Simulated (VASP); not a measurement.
Output of a VASP run:

### OSZICAR
```
       N       E                     dE             d eps       ncg     rms          rms(c)
DAV:   1     0.182321274367E+03    0.18232E+03   -0.12619E+04  1824   0.163E+03
DAV:   2    -0.304260439942E+01   -0.18536E+03   -0.18001E+03  1833   0.325E+02
DAV:   3    -0.124811110907E+02   -0.94385E+01   -0.91427E+01  2125   0.910E+01
DAV:   4    -0.127562691446E+02   -0.27516E+00   -0.27306E+00  2060   0.143E+01
DAV:   5    -0.127650129777E+02   -0.87438E-02   -0.87410E-02  2300   0.263E+00    0.130E+01
DAV:   6    -0.150033779662E+02   -0.22384E+01   -0.31845E+01  1991   0.104E+02    0.160E+01
DAV:   7    -0.114480478699E+02    0.35553E+01   -0.12130E+01  1983   0.731E+01    0.379E+00
DAV:   8    -0.114976853109E+02   -0.49637E-01   -0.13589E+00  2471   0.102E+01    0.259E+00
DAV:   9    -0.114379063423E+02    0.59779E-01   -0.25367E-01  2029   0.876E+00    0.597E-01
DAV:  10    -0.114385411551E+02   -0.63481E-03   -0.82210E-03  1951   0.876E-01    0.449E-01
DAV:  11    -0.114381598948E+02    0.38126E-03   -0.67482E-04  2253   0.228E-01    0.130E-01
DAV:  12    -0.114380137656E+02    0.14613E-03   -0.49501E-04  2627   0.362E-01    0.309E-02
DAV:  13    -0.114380178340E+02   -0.40685E-05   -0.59921E-05  2026   0.667E-02    0.250E-02
DAV:  14    -0.114380172520E+02    0.58198E-06   -0.15691E-06  2606   0.146E-02    0.977E-03
DAV:  15    -0.114380172546E+02   -0.25484E-08   -0.31804E-07  1705   0.410E-03
   1 F= -.11438017E+02 E0= -.11437887E+02  d E =-.114380E+02
       N       E                     dE             d eps       ncg     rms          rms(c)
DAV:   1    -0.114384549801E+02   -0.43773E-03   -0.10204E-02  1911   0.821E-01    0.123E-01
DAV:   2    -0.114382738784E+02    0.18110E-03   -0.56105E-04  2414   0.433E-01    0.886E-02
DAV:   3    -0.114382222176E+02    0.51661E-04   -0.59091E-04  2007   0.474E-01    0.696E-02
DAV:   4    -0.114381459720E+02    0.76246E-04   -0.16191E-04  2358   0.230E-01    0.749E-03
DAV:   5    -0.114381467692E+02   -0.79719E-06   -0.18139E-05  1934   0.545E-02    0.468E-03
DAV:   6    -0.114381466111E+02    0.15809E-06   -0.69593E-07  2464   0.116E-02    0.289E-03
DAV:   7    -0.114381465547E+02    0.56437E-07   -0.78077E-08   969   0.234E-03
   2 F= -.11438147E+02 E0= -.11438003E+02  d E =-.129300E-03
```

**OUTCAR**
```
------------------------ aborting loop because EDIFF is reached ----------------------------------------
  FORCE on cell =-STRESS in cart. coord.  units (eV):
  Direction    XX          YY          ZZ          XY          YZ          ZX
  --------------------------------------------------------------------------------------
  Total        1.4988757      1.4988758      1.4409404      0.0000000     -0.0000000      0.0000000
  in kB       35.6338170     35.6338206     34.2564822      0.0000000     -0.0000000      0.0000000
  external PRESSURE =      35.1747066 kB  Pullay stress =       0.0000000 kB
  volume of cell :       67.39
      direct lattice vectors                 reciprocal lattice vectors
     1.955462141 -3.386959950 -0.000000000     0.255694032 -0.147625011  0.000000000
     1.955462141  3.386959950 -0.000000000     0.255694032  0.147625011  0.000000000
    -0.000000000 -0.000000000  5.087733756     0.000000000 -0.000000000  0.196551166
 POSITION                                       TOTAL-FORCE (eV/Angst)
 -----------------------------------------------------------------------------------
      1.95546      3.38696      2.54387         0.000000     -0.000000      0.000000
      1.95546      3.38696      5.08773        -0.000000     -0.000000      0.000000
      1.95546      1.12899      1.27193         0.000000     -0.000000     -0.000000
      1.95546     -1.12899      3.81580        -0.000000      0.000000      0.000000
 -----------------------------------------------------------------------------------
    total drift:                                0.000000      0.000000      0.000000
  FREE ENERGIE OF THE ION-ELECTRON SYSTEM (eV)
  ---------------------------------------------------
  free  energy   TOTEN  =       -11.4381465547 eV

  energy  without entropy=      -11.4377163652  energy(sigma->0) =      -11.43800316

 reached required accuracy - stopping structural energy minimisation
```
(Selected blocks of OUTCAR.)

**POSCAR**
```
NiSb
1
    1.9542654855    -3.3848872762     0.0000000000
    1.9542654855     3.3848872762     0.0000000000
    0.0000000000     0.0000000000     5.0939664167
Ni Sb
2 2
Direct
  0.0000000000   0.0000000000   0.5000000000
  0.0000000000   0.0000000000   0.0000000000
  0.3333330000   0.6666670000   0.2500000000
  0.6666670000   0.3333330000   0.7500000000
```

Question: Reconstruct the remaining input files.

Answer: Several could match; the one computed here: the input of the run itself, optB86b-vdW, plane waves, VASP's PBE PAW potentials (set 64).

### KPOINTS
```
Automatic mesh
0
Gamma
9 9 6
0 0 0
```

**INCAR**
```
# general
SYSTEM    =  NiSb
PREC      =  Accurate
ENCUT     =  520
LREAL     =  .False.
LASPH     =  .True.

# electronic loop
EDIFF     =  1E-7
NELM      =  100
ALGO      =  Normal
LMAXMIX   =  4

# smearing
ISMEAR    =  1
SIGMA     =  0.1

# functional
GGA       =  MK
LUSE_VDW  =  .True.
AGGAC     =  0.0
PARAM1    =  0.1234
PARAM2    =  1.0

# ions
IBRION    =  2
NSW       =  30
ISIF      =  4
EDIFFG    =  -0.01

# output
LWAVE     =  .False.
LCHARG    =  .False.
```

POTCAR, in this order: Ni Sb (PBE.64 set). Program: vasp_std.

The compound is NiSb in the NiAs type structure. This cell is one point of a volume scan, at 0.97 of the reference volume. Symmetry was kept, so distortions that lower it aren't found. The run is not spin-polarised, so no magnetic state was tried.
